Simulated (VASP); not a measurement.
Given:

```
CELL_PARAMETERS angstrom
      1.59269    -2.75862     0.03185
      1.59269     2.75862     0.03185
      0.10199     0.00000     5.09946
ATOMIC_POSITIONS crystal
  Mg 0.33333 0.66667 0.25000
  Mg 0.66667 0.33333 0.75000
```

Computed with r2SCAN meta-GGA, VASP's PBE PAW potentials (set 64) (plane waves; VASP 6.6.1). Settings: 480 eV cut-off, 12×12×8 Γ-centred mesh, first-order Methfessel-Paxton smearing of 0.10 eV, potentials Mg.

Question: Predict the energy per atom (σ→0), band gap (on the k-mesh) with the smallest direct gap where there is one.

Answer: 
| Property | Result |
|---|---|
| band gap (on the k-mesh) | none (metal, semimetal or under 0.01 eV) |
| energy per atom (σ→0) | -4.146 eV/atom |

The absolute energy has meaning only against runs of the same code, potentials and settings.

The compound is Mg in the hcp structure. This cell was strained or had an atom moved on purpose.
